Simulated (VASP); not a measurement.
All values below come from revTPSS meta-GGA, VASP's PBE PAW potentials (set 64) (plane waves; VASP).

VASP input:

### KPOINTS
```
Regular mesh
0
gamma
  8 8 8
```

### KPOINTS_OPT
```
k-points along high-symmetry lines
10
Line-mode
Reciprocal
  0.000000   0.000000   0.000000 ! GAMMA
  0.500000   0.000000   0.500000 ! X

  0.500000   0.000000   0.500000 ! X
  0.625000   0.250000   0.625000 ! U

  0.375000   0.375000   0.750000 ! K
  0.000000   0.000000   0.000000 ! GAMMA

  0.000000   0.000000   0.000000 ! GAMMA
  0.500000   0.500000   0.500000 ! L

  0.500000   0.500000   0.500000 ! L
  0.500000   0.250000   0.750000 ! W

  0.500000   0.250000   0.750000 ! W
  0.500000   0.000000   0.500000 ! X
```

**INCAR**
```
# general
SYSTEM  = PbTe
PREC    = Accurate
ENCUT   = 520
LREAL   = .FALSE.
LASPH   = .TRUE.

# electronic loop
EDIFF   = 1E-7
NELM    = 100
ALGO    = Normal
LMAXMIX = 4
LMIXTAU = .TRUE.

# smearing
ISMEAR  = -5

# functional
METAGGA = RTPSS

# ions
ISIF    = 2

# output
LWAVE   = .FALSE.
LCHARG  = .FALSE.
LORBIT  = 11
NEDOS   = 601
```

**POSCAR**
```
PbTe
4.5985730
  0.0000000000   0.7071068568   0.7071068568
  0.7071068568   0.0000000000   0.7071068568
  0.7071068568   0.7071068568   0.0000000000
Te Pb
1 1
Cartesian
  0.7071068568   0.7071068568   0.7071068568
  0.0000000000   0.0000000000   0.0000000000
```

POTCAR, in this order: Te Pb_d (PBE.64 set). Program: vasp_std.

Output

**OSZICAR**
```
       N       E                     dE             d eps       ncg     rms          rms(c)
DAV:   1     0.212182291121E+03    0.21218E+03   -0.94454E+03   812   0.142E+03
DAV:   2     0.630556532091E+02   -0.14913E+03   -0.14673E+03   848   0.348E+02
DAV:   3     0.528464478848E+02   -0.10209E+02   -0.10163E+02  1082   0.997E+01
DAV:   4     0.526299000828E+02   -0.21655E+00   -0.21645E+00   954   0.169E+01
DAV:   5     0.526215753407E+02   -0.83247E-02   -0.83243E-02  1128   0.306E+00    0.372E+00
DAV:   6     0.565497464544E+02    0.39282E+01   -0.64788E+00   848   0.345E+01    0.204E+00
DAV:   7     0.556386267833E+02   -0.91112E+00   -0.69328E-01   812   0.110E+01    0.137E+00
DAV:   8     0.563713475647E+02    0.73272E+00   -0.68228E-01   836   0.794E+00    0.118E+00
DAV:   9     0.556641143885E+02   -0.70723E+00   -0.59993E-01   812   0.944E+00    0.917E-01
DAV:  10     0.556484165878E+02   -0.15698E-01   -0.24880E-02   896   0.204E+00    0.695E-01
DAV:  11     0.556495277503E+02    0.11112E-02   -0.42132E-03   926   0.683E-01    0.435E-01
DAV:  12     0.556508075826E+02    0.12798E-02   -0.69330E-03   854   0.619E-01    0.234E-01
DAV:  13     0.556500269547E+02   -0.78063E-03   -0.12191E-03   818   0.319E-01    0.154E-01
DAV:  14     0.556498822742E+02   -0.14468E-03   -0.19064E-04   908   0.945E-02    0.362E-02
DAV:  15     0.556498836925E+02    0.14184E-05   -0.90096E-06  1058   0.267E-02    0.206E-02
DAV:  16     0.556498368237E+02   -0.46869E-04   -0.97565E-05   824   0.107E-01    0.326E-02
DAV:  17     0.556498422631E+02    0.54394E-05   -0.15393E-05   818   0.491E-02    0.229E-02
DAV:  18     0.556498341801E+02   -0.80830E-05   -0.16993E-06   896   0.170E-02    0.152E-02
DAV:  19     0.556498361101E+02    0.19300E-05   -0.75898E-07   932   0.152E-02    0.477E-03
DAV:  20     0.556498334989E+02   -0.26112E-05   -0.21219E-06   824   0.107E-02    0.121E-03
DAV:  21     0.556498334488E+02   -0.50084E-07   -0.27783E-07   830   0.351E-03
   1 F= 0.55649833E+02 E0= 0.55649833E+02  d E =0.000000E+00
       N       E                     dE             ncg
       N       E                     dE             ncg
       N       E                     dE             ncg
```

### OUTCAR
```
------------------------ aborting loop because EDIFF is reached ----------------------------------------
  FORCE on cell =-STRESS in cart. coord.  units (eV):
  Direction    XX          YY          ZZ          XY          YZ          ZX
  --------------------------------------------------------------------------------------
  Total        0.0062364      0.0062364      0.0062364     -0.0000000      0.0000000      0.0000000
  in kB        0.1453084      0.1453084      0.1453084     -0.0000000      0.0000000      0.0000000
  external PRESSURE =       0.1453084 kB  Pullay stress =       0.0000000 kB
  volume of cell :       68.76
      direct lattice vectors                 reciprocal lattice vectors
     0.000000000  3.251682500  3.251682500    -0.153766550  0.153766550  0.153766550
     3.251682500  0.000000000  3.251682500     0.153766550 -0.153766550  0.153766550
     3.251682500  3.251682500  0.000000000     0.153766550  0.153766550 -0.153766550
  FREE ENERGIE OF THE ION-ELECTRON SYSTEM (eV)
  ---------------------------------------------------
  free  energy   TOTEN  =        55.6498334488 eV

  energy  without entropy=       55.6498334488  energy(sigma->0) =       55.64983345

 total charge

# of ion       s       p       d       tot
------------------------------------------
    1        1.360   2.005   0.017   3.383
    2        1.471   0.546   9.813  11.830
--------------------------------------------------
tot          2.831   2.552   9.830  15.213
```
(Selected blocks of OUTCAR.)

OUTCAR:
```
 val. band max:        5.2567378438   @ k =   0.5000   0.0000   0.0000

 cond. band min:       6.0824645085   @ k =   0.5000   0.0000   0.0000


 Fermi energy:         5.2924450685

 k-point     1 :       0.0000    0.0000    0.0000
  band No.  band energies     occupation
      1     -11.5183      2.00000
      2     -11.5183      2.00000
      3     -11.5093      2.00000
      4     -11.5093      2.00000
      5     -11.5093      2.00000
      6      -6.6828      2.00000
      7      -0.2570      2.00000
      8       4.0279      2.00000
      9       4.0279      2.00000
     10       4.0279      2.00000
     11       9.4543      0.00000
     12       9.4543      0.00000
     13       9.4543      0.00000
     14      11.1370      0.00000

 k-point     2 :       0.1250    0.0000    0.0000
  band No.  band energies     occupation
      1     -11.5200      2.00000
      2     -11.5200      2.00000
      3     -11.5089      2.00000
      4     -11.5073      2.00000
      5     -11.5073      2.00000
      6      -6.5498      2.00000
      7      -0.6852      2.00000
      8       4.0626      2.00000
      9       4.0626      2.00000
     10       4.2559      2.00000
     11       8.6427      0.00000
     12       8.8692      0.00000
     13       8.8692      0.00000
     14      10.8965      0.00000

 k-point     3 :       0.2500    0.0000    0.0000
  band No.  band energies     occupation
      1     -11.5249      2.00000
      2     -11.5249      2.00000
      3     -11.5081      2.00000
      4     -11.5015      2.00000
      5     -11.5015      2.00000
      6      -6.1682      2.00000
      7      -1.6502      2.00000
      8       4.1716      2.00000
      9       4.1716      2.00000
     10       4.6719      2.00000
     11       7.4440      0.00000
     12       7.8598      0.00000
     13       7.8598      0.00000
     14      11.1774      0.00000

 k-point     4 :       0.3750    0.0000    0.0000
  band No.  band energies     occupation
...
```

Unless said otherwise, spin-orbit coupling is left out, though it shifts the bands of the heavy elements here.

The compound is PbTe in the rock salt structure. It was relaxed first.
